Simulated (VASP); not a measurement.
Set up this calculation in VASP 6.6.1, as the native input.

* Task: single point
* Functional: PBE
* Dispersion: D3(BJ)
* Potentials or basis: VASP PAW PBE potentials, release 64 (O, H, S)
* Cutoff: 520 eV
* k mesh: 1 × 1 × 1
* Occupations: fermi-dirac, width 0.05 eV
* Spin: no spin polarisation
* Dipole correction: no
* Further INCAR settings: LREAL = Auto; ALGO = Normal; EDIFF = 1e-06; NBANDS = 55

The structure of H18SO8 lies in POSCAR:

```
H18SO8
1.0
    6.2144650000      0.0000000000      0.0000000000
    0.0000000000      6.2144650000      0.0000000000
    0.0000000000      0.0000000000      6.2144650000
O H S
8 18 1
Direct
    0.3641182306      0.3021659950      0.7327259869
    0.1297778650      0.1916818262      0.3887543015
    0.1519519379      0.5719880955      0.1558299870
    0.3194160720     -0.2870882691      0.5811441532
    0.6130535774      0.7803407051      1.0126696345
    0.2434642403      1.0151316324      0.9723926356
    0.8805424119      0.5222332091      0.6917570539
    0.8794320991      0.8514007240      0.4474721476
    0.2546639172      0.2261015228      0.8216314679
    0.3360224895      0.4492261200      0.6749253556
    0.2462319765      0.2330852294      0.5007510703
    0.0478239076      0.0482261949      0.4254107152
    0.0881974555      0.6869617900      0.2481790468
    0.0678899954      0.4434814582      0.2102835884
    0.3163425975     -0.1659032596      0.6920145177
    0.4487916498     -0.2358207826      0.4850135933
    0.6698726278      0.6731552917      0.9233135918
    0.5107438854      0.6835021197      1.0759252808
    0.0907720938      1.0592223144      0.9273042812
    0.2090767266      1.0083249322      1.1251008735
    0.7647158685      0.4262796556      0.7262089335
    0.9484645903      0.5708616912      0.8399274917
    0.7741937560      0.8435802599      0.3164713294
    0.8394286556      0.7242779547      0.5468531885
    0.8265715552      0.2924145522      0.3388867746
    0.5685606082      0.1347662269      0.2397792891
    0.6022079133      0.3216366976      0.3046440844
```

The cell was built by a generator and needn't be a form met in nature.

The input as run:

INCAR

```
PREC     = Accurate       # precision mode
ENCUT    = 520            # plane-wave cutoff, eV
EDIFF    = 1E-6           # SCF threshold, eV
ISMEAR   = -1             # smearing method
SIGMA    = 0.05           # smearing width, eV
LREAL    = Auto         
LASPH    = True           # aspherical terms in the spheres
NELM     = 60             # most SCF steps
ALGO     = Normal         # electronic algorithm
ISIF     = 2              # what is computed and relaxed
LWAVE    = False          # write WAVECAR
LCHARG   = False          # write CHGCAR
GGA      = PE             # functional
IVDW     = 12             # dispersion correction
NBANDS   = 55             # bands
```

KPOINTS

```
Automatic mesh
0
Gamma
  1 1 1
```

Potentials or basis: VASP PAW PBE potentials, release 64 (O, H, S).

Command:

```console
$ cat potpaw_PBE.64/O/POTCAR potpaw_PBE.64/H/POTCAR potpaw_PBE.64/S/POTCAR > POTCAR
$ mpirun -np 1 vasp_gam > vasp.out
```

Results of the run:

```
Pressure                   : -0.8 GPa
Largest force              : 4.075 eV/Å
Band gap on the k mesh     : 3.23 eV, direct
Dispersion energy per atom : -0.047 eV
```

Wall time 19 s on 1 thread of AMD EPYC 9R45 (Zen 5), on a shared host, peak memory 0.27 GiB.
